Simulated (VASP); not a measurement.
An input for Quantum ESPRESSO's pw.x (written as the equivalent of a VASP run, and not itself run):

```
&CONTROL
  calculation = 'scf'
  pseudo_dir = './pseudo'
  outdir = './out'
  tprnfor = .true.
  tstress = .true.
/
&SYSTEM
  ibrav = 0
  nat = 2
  ntyp = 2
  ecutwfc = 88
  occupations = 'smearing'
  smearing = 'gaussian'
  degauss = 0.003675
  input_dft = 'pbe'
/
&ELECTRONS
  conv_thr = 7.3e-08
  electron_maxstep = 100
/
ATOMIC_SPECIES
  Be 9.012 Be.upf
  Se 78.971 Se.upf
CELL_PARAMETERS angstrom
     0.0000000    2.5907305    2.5907305
     2.5907305    0.0000000    2.5907305
     2.5907305    2.5907305    0.0000000
ATOMIC_POSITIONS crystal
  Be   0.0000000  0.0000000  0.0000000
  Se   0.2500000  0.2500000  0.2500000
K_POINTS automatic
  8 8 8 0 0 0
```

Question: Write the VASP files for the same calculation (PBE).

Answer: One answer among several that fit: 
File POSCAR:
```
BeSe
1
    0.0000000000     2.5907305484     2.5907305484
    2.5907305484     0.0000000000     2.5907305484
    2.5907305484     2.5907305484     0.0000000000
Be Se
1 1
Direct
  0.0000000000   0.0000000000   0.0000000000
  0.2500000000   0.2500000000   0.2500000000
```

### INCAR
```
ALGO = Normal
EDIFF = 1E-6
ENCUT = 350
GGA = PE
ISMEAR = 0
LASPH = .True.
LCHARG = .True.
LMAXMIX = 4
LREAL = .False.
LWAVE = .False.
NELM = 100
PREC = Accurate
SIGMA = 0.05
SYSTEM = BeSe
```

KPOINTS:
```
Regular mesh
0
Gamma
 8 8 8
0 0 0
```

POTCAR, in this order: Be Se (PBE.64 set). Program: vasp_std.

Limits of the translation: the potentials are each code's own (VASP's PAW set, PseudoDojo norm-conserving files in pw.x), so ENCUT and ecutwfc are chosen apart and not converted; conv_thr bounds pw.x's estimated SCF error, while EDIFF bounds the energy change between steps.

The compound is BeSe in the zinc blende structure. It was relaxed first.
